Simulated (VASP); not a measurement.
MnS:

```
Mn S
1.0
     0.00000    2.61225    2.61225
     2.61225    0.00000    2.61225
     2.61225    2.61225    0.00000
Mn S
1 1
Direct
  0.00000 0.00000 0.00000
  0.50000 0.50000 0.50000
```

Base run:

| Item | Value |
| --- | --- |
| Program | VASP 6.6.1 |
| Functional | PBEsol |
| Potentials or basis | VASP PAW PBE potentials, release 64 (Mn_pv, S) |
| Cutoff | 520 eV |
| k mesh | 6 × 6 × 6 |
| Occupations | gaussian, width 0.05 eV |
| Spin | collinear spin, ferromagnetic start |
| Starting moments | [4.0, 0.0] μB |
| Fixed moment | 4 μB |
| Hubbard terms | Mn d U = 2 eV |

Its results: pressure -12.2 GPa; net moment 4.00 μB per cell; site moments Mn +3.97; S -0.09 μB.

**Question.** The run is repeated on the same cell with these changes: fixed moment from 4 μB to none; further incar settings from ALGO = Normal; EDIFF = 1e-07 to ALGO = Fast; EDIFF = 1e-06. What comes out?

**Answer.** Pressure -2.5 GPa; net moment 4.96 μB per cell; site moments Mn +4.49; S +0.11 μB.

Caveats: the PAW data sets were made with another functional, which shifts forces and pressure a little; a cell with one magnetic atom can't hold antiferromagnetic order, which such compounds often take; the total moment is fixed, so each spin has its own Fermi level (some runs).
